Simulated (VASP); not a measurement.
AlN (wurtzite): the lattice constant a from VASP (plane waves, PAW) at several levels of theory. Static lattice.

```
level         lattice constant a (Å)
------------  ----------------------
LDA                            3.092
PBE                            3.130
PBEsol                         3.114
RPBE                           3.146
AM05                           3.114
PBE-D3(BJ)                     3.108
PBE-D4                         3.106
optB88-vdW                     3.122
rev-vdW-DF2                    3.121
revTPSS                        3.118
SCAN                           3.102
r2SCAN                         3.106
r2SCAN+rVV10                   3.103
```

The cell of the LDA run:

```yaml
crystal:
  lattice:
    - [1.54582, -2.67743, 0.00000]
    - [1.54582, 2.67743, 0.00000]
    - [0.00000, 0.00000, 4.95102]
  atoms:
    - { symbol: Al, position: [0.66667, 0.33333, 0.50008] }
    - { symbol: Al, position: [0.33333, 0.66667, 0.00008] }
    - { symbol: N, position: [0.66667, 0.33333, 0.88192] }
    - { symbol: N, position: [0.33333, 0.66667, 0.38192] }
```

Only levels that ran to the end are used. Left out are those held back, those with too coarse a band path, GW runs whose mesh misses a band edge, hybrids' fits of cells that aren't cubic and levels without matching references; a question may draw on a part of the rest.

The compound is AlN in the wurtzite structure.
